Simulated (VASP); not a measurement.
Level of theory: PBE GGA with D3 dispersion (zero damping), VASP's PBE PAW potentials (set 64) (plane waves; VASP).

Input for VASP

File KPOINTS:
```
Automatic mesh
0
Gamma
10 10 10
0 0 0
```

### POSCAR
```
Ca
1
    0.0000000000     2.7900000000     2.7900000000
    2.7900000000     0.0000000000     2.7900000000
    2.7900000000     2.7900000000     0.0000000000
Ca
1
Direct
  0.0000000000   0.0000000000   0.0000000000
```

**INCAR**
```
# general
SYSTEM=Ca
PREC  =Accurate
ENCUT =520
LREAL =.FALSE.   # projection in real space or not
LASPH =.TRUE.   # aspherical one-centre terms

# electronic loop
EDIFF =1E-6   # SCF stop (eV)
NELM  =100   # most electronic steps
ALGO  =Normal

# smearing
ISMEAR=1
SIGMA =0.1

# functional
GGA   =PE   # PBE
IVDW  =11

# ions
IBRION=2
NSW   =60   # most ionic steps
ISIF  =3   # ions, shape and volume
EDIFFG=-0.01

# output
LWAVE =.FALSE.
LCHARG=.FALSE.
```

POTCAR, in this order: Ca_sv (PBE.64 set). Program: vasp_std.

What VASP printed:

File OSZICAR:
```
       N       E                     dE             d eps       ncg     rms          rms(c)
DAV:   1     0.638402871237E+02    0.63840E+02   -0.52874E+03   846   0.102E+03
DAV:   2    -0.684905283969E+00   -0.64525E+02   -0.64225E+02   873   0.226E+02
DAV:   3    -0.188520320987E+01   -0.12003E+01   -0.11957E+01  1325   0.341E+01
DAV:   4    -0.193694229644E+01   -0.51739E-01   -0.51693E-01  1258   0.518E+00
DAV:   5    -0.193764459995E+01   -0.70230E-03   -0.70185E-03  1453   0.475E-01    0.223E+00
DAV:   6    -0.193158439429E+01    0.60602E-02   -0.11381E-02  1094   0.136E+00    0.137E+00
DAV:   7    -0.192994675036E+01    0.16376E-02   -0.16935E-02  1051   0.182E+00    0.105E-01
DAV:   8    -0.192953597730E+01    0.41077E-03   -0.20923E-03  1026   0.486E-01    0.201E-02
DAV:   9    -0.192954654486E+01   -0.10568E-04   -0.12654E-04  1333   0.871E-02    0.728E-03
DAV:  10    -0.192954706602E+01   -0.52116E-06   -0.84422E-06  1178   0.331E-02
   1 F= -.20787050E+01 E0= -.20788264E+01  d E =-.207870E+01
       N       E                     dE             d eps       ncg     rms          rms(c)
DAV:   1    -0.199270737319E+01   -0.63161E-01   -0.18170E+00   897   0.161E+01    0.153E+00
DAV:   2    -0.194246573078E+01    0.50242E-01   -0.15770E-01   893   0.508E+00    0.782E-01
DAV:   3    -0.192948315270E+01    0.12983E-01   -0.97604E-02  1114   0.286E+00    0.245E-01
DAV:   4    -0.193006303257E+01   -0.57988E-03   -0.76392E-03   998   0.102E+00    0.123E-01
DAV:   5    -0.193123652637E+01   -0.11735E-02   -0.18385E-03  1305   0.221E-01    0.662E-02
DAV:   6    -0.193138079633E+01   -0.14427E-03   -0.22682E-04  1449   0.104E-01    0.213E-02
DAV:   7    -0.193137728750E+01    0.35088E-05   -0.57369E-06  1146   0.287E-02    0.701E-03
DAV:   8    -0.193137332869E+01    0.39588E-05   -0.13309E-05  1120   0.116E-02    0.643E-04
DAV:   9    -0.193137345008E+01   -0.12139E-06   -0.20505E-07   533   0.402E-03
   2 F= -.20824753E+01 E0= -.20825257E+01  d E =-.377029E-02
       N       E                     dE             d eps       ncg     rms          rms(c)
DAV:   1    -0.195898825882E+01   -0.27615E-01   -0.85191E-01   898   0.110E+01    0.104E+00
DAV:   2    -0.193565668317E+01    0.23332E-01   -0.74969E-02   896   0.348E+00    0.537E-01
DAV:   3    -0.192954821097E+01    0.61085E-02   -0.46054E-02  1090   0.196E+00    0.172E-01
DAV:   4    -0.192981822627E+01   -0.27002E-03   -0.36840E-03   975   0.717E-01    0.845E-02
DAV:   5    -0.193038348263E+01   -0.56526E-03   -0.89115E-04  1298   0.155E-01    0.443E-02
DAV:   6    -0.193045195935E+01   -0.68477E-04   -0.10996E-04  1431   0.701E-02    0.135E-02
DAV:   7    -0.193044884525E+01    0.31141E-05   -0.50334E-06  1047   0.272E-02    0.263E-03
DAV:   8    -0.193044742037E+01    0.14249E-05   -0.96008E-06  1232   0.145E-02    0.195E-04
DAV:   9    -0.193044750887E+01   -0.88502E-07   -0.33643E-08   435   0.167E-03
   3 F= -.20831176E+01 E0= -.20830966E+01  d E =-.441261E-02
```

OUTCAR:
```
------------------------ aborting loop because EDIFF is reached ----------------------------------------
 Edisp (eV)   -0.15267
  FORCE on cell =-STRESS in cart. coord.  units (eV):
  Direction    XX          YY          ZZ          XY          YZ          ZX
  --------------------------------------------------------------------------------------
  Total       0.00823     0.00823     0.00823     0.00000     0.00000     0.00000
  in kB       0.31860     0.31860     0.31860     0.00000     0.00000     0.00000
  external pressure =        0.32 kB  Pullay stress =        0.00 kB
  volume of cell :       41.41
      direct lattice vectors                 reciprocal lattice vectors
     0.000000000  2.745912820  2.745912820    -0.182088811  0.182088811  0.182088811
     2.745912820 -0.000000000  2.745912820     0.182088811 -0.182088811  0.182088811
     2.745912820  2.745912820  0.000000000     0.182088811  0.182088811 -0.182088811
 POSITION                                       TOTAL-FORCE (eV/Angst)
 -----------------------------------------------------------------------------------
      0.00000     -0.00000      0.00000         0.000000     -0.000000      0.000000
 -----------------------------------------------------------------------------------
    total drift:                               -0.000000     -0.000000     -0.000000
  FREE ENERGIE OF THE ION-ELECTRON SYSTEM (eV)
  ---------------------------------------------------
  free  energy   TOTEN  =        -2.0831175944 eV

  energy  without entropy=       -2.0830545956  energy(sigma->0) =       -2.08309659

 reached required accuracy - stopping structural energy minimisation
```
(Selected blocks of OUTCAR.)

File CONTCAR:
```
Ca
   1.00000000000000
     0.0000000000000000    2.7459128202459127    2.7459128202459127
     2.7459128202459127   -0.0000000000000000    2.7459128202459127
     2.7459128202459127    2.7459128202459127    0.0000000000000000
  Ca
     1
Direct
     0.0000000000000000    0.0000000000000000    0.0000000000000000
```

Energy and stress use the plane-wave basis of the starting cell.

The compound is Ca in the fcc structure. This run relaxes it. Symmetry was kept, so distortions that lower it aren't found.
